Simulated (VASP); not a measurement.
Given:

```yaml
crystal:
  lattice:
    - [0.00000, 2.59284, 2.59284]
    - [2.59284, 0.00000, 2.59284]
    - [2.59284, 2.59284, 0.00000]
  atoms:
    - { symbol: Li, position: [0.00000, 0.00000, 0.00000] }
    - { symbol: Cl, position: [0.50000, 0.50000, 0.50000] }
```

These are SCAN meta-GGA, VASP's PBE PAW potentials (set 64) (plane waves; VASP) values and carry that method's errors. Numerical set-up: 520 eV cut-off, 9×9×9 Γ-centred mesh, Gaussian smearing of 0.050 eV, potentials Li_sv Cl.

Q: The job: LiCl (rock salt), 2 atoms, SCAN, static run, 520 eV, 9×9×9 Γ-centred mesh. Roughly how much core time does it take on a busy server core?

A: About 3 core-minutes (one run on a shared machine, a rough figure). It had 35 irreducible k-points, 9 bands, up to 955 plane waves and 28 electronic steps.

The compound is LiCl in the rock salt structure. This cell is one point of a volume scan, at 1.06 of the reference volume.
